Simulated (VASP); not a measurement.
Consider the following.

```
CELL_PARAMETERS angstrom
      4.24177     0.00000     0.00000
      0.00000     4.24177     0.00000
      0.00000     0.00000     6.02970
ATOMIC_POSITIONS crystal
  Pb 0.00000 0.00000 0.00000
  Pb 0.50000 0.50000 0.50000
  Se 0.50000 0.50000 0.00000
  S  0.00000 0.00000 0.50000
```

Level of theory: PBEsol GGA, VASP's PBE PAW potentials (set 64) (plane waves; VASP). Settings: 400 eV cut-off, 6×6×4 Γ-centred mesh, tetrahedra with Blöchl corrections, potentials Pb_d Se S.

Unless said otherwise, spin-orbit coupling is left out, though it shifts the bands of the heavy elements here.

**Question.** What does the run give for the energy per atom (σ→0), band gap (on the k-mesh) with the smallest direct gap where there is one?

**Answer.** 
```
Quantity                                      Value
-----------------------------------  --------------
band gap (on the k-mesh)                    0.06 eV
smallest direct gap (on the k-mesh)         0.06 eV
energy per atom (σ→0)                -4.578 eV/atom
```

The structure comes from a computed database's Pb2SeS entry (P4/mmm); how it stands against other phases isn't given here. It was relaxed first.
